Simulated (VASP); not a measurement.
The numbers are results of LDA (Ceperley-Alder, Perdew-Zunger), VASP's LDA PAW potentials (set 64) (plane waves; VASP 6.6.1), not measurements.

VASP ran on this input.

### INCAR
```
SYSTEM = Ge
PREC = Accurate; ENCUT = 520; LREAL = F
LASPH = T
EDIFF = 1E-7; NELM = 100; ALGO = Normal
LMAXMIX = 4
ISMEAR = 1; SIGMA = 0.1
ISIF = 2
LWAVE = F; LCHARG = F
```

File KPOINTS:
```
Automatic
0
G
  11 11 11
```

POSCAR:
```
Ge
1
    0.0000000000     2.7842154630     2.7842154630
    2.7842154630     0.0000000000     2.7842154630
    2.7842154630     2.7842154630     0.0000000000
Ge
2
Direct
  0.0000000000   0.0000000000   0.0000000000
  0.2500000000   0.2500000000   0.2500000000
```

POTCAR, in this order: Ge_d (LDA.64 set). Program: vasp_std.

Output of the run:

### OSZICAR
```
       N       E                     dE             d eps       ncg     rms          rms(c)
DAV:   1     0.161286969100E+03    0.16129E+03   -0.15425E+04  2082   0.424E+03
DAV:   2     0.100975132087E+02   -0.15119E+03   -0.14860E+03  2024   0.542E+02
DAV:   3    -0.995054500716E+01   -0.20048E+02   -0.19879E+02  2188   0.145E+02
DAV:   4    -0.105671527657E+02   -0.61661E+00   -0.61561E+00  2350   0.294E+01
DAV:   5    -0.105769828630E+02   -0.98301E-02   -0.98275E-02  2300   0.385E+00    0.351E+00
DAV:   6    -0.104458305418E+02    0.13115E+00   -0.49484E-02  2162   0.186E+00    0.202E+00
DAV:   7    -0.103797484955E+02    0.66082E-01   -0.10657E-01  2114   0.239E+00    0.145E-01
DAV:   8    -0.103804168178E+02   -0.66832E-03   -0.54688E-03  2206   0.910E-01    0.478E-02
DAV:   9    -0.103804222057E+02   -0.53879E-05   -0.13402E-04  2450   0.140E-01    0.175E-02
DAV:  10    -0.103804189715E+02    0.32342E-05   -0.13982E-05  2576   0.570E-02    0.500E-03
DAV:  11    -0.103804184478E+02    0.52370E-06   -0.20053E-06  2276   0.936E-03    0.153E-03
DAV:  12    -0.103804184518E+02   -0.39572E-08   -0.48381E-08  1272   0.370E-03
   1 F= -.10380418E+02 E0= -.10380445E+02  d E =0.806554E-04
```

### OUTCAR
```
------------------------ aborting loop because EDIFF is reached ----------------------------------------
  FORCE on cell =-STRESS in cart. coord.  units (eV):
  Direction    XX          YY          ZZ          XY          YZ          ZX
  --------------------------------------------------------------------------------------
  Total        0.6254891      0.6254891      0.6254891      0.0000000      0.0000000      0.0000000
  in kB       23.2162370     23.2162370     23.2162370      0.0000000      0.0000000      0.0000000
  external PRESSURE =      23.2162370 kB  Pullay stress =       0.0000000 kB
  volume of cell :       43.17
      direct lattice vectors                 reciprocal lattice vectors
     0.000000000  2.784215463  2.784215463    -0.179583803  0.179583803  0.179583803
     2.784215463  0.000000000  2.784215463     0.179583803 -0.179583803  0.179583803
     2.784215463  2.784215463  0.000000000     0.179583803  0.179583803 -0.179583803
 POSITION                                       TOTAL-FORCE (eV/Angst)
 -----------------------------------------------------------------------------------
      0.00000      0.00000      0.00000        -0.000000     -0.000000     -0.000000
      1.39211      1.39211      1.39211         0.000000      0.000000      0.000000
 -----------------------------------------------------------------------------------
    total drift:                                0.000000      0.000000      0.000000
  FREE ENERGIE OF THE ION-ELECTRON SYSTEM (eV)
  ---------------------------------------------------
  free  energy   TOTEN  =       -10.3804184518 eV

  energy  without entropy=      -10.3804991072  energy(sigma->0) =      -10.38044534
```
(Selected blocks of OUTCAR.)

The compound is Ge in the diamond structure. This cell is one point of a volume scan, at 0.97 of the reference volume.
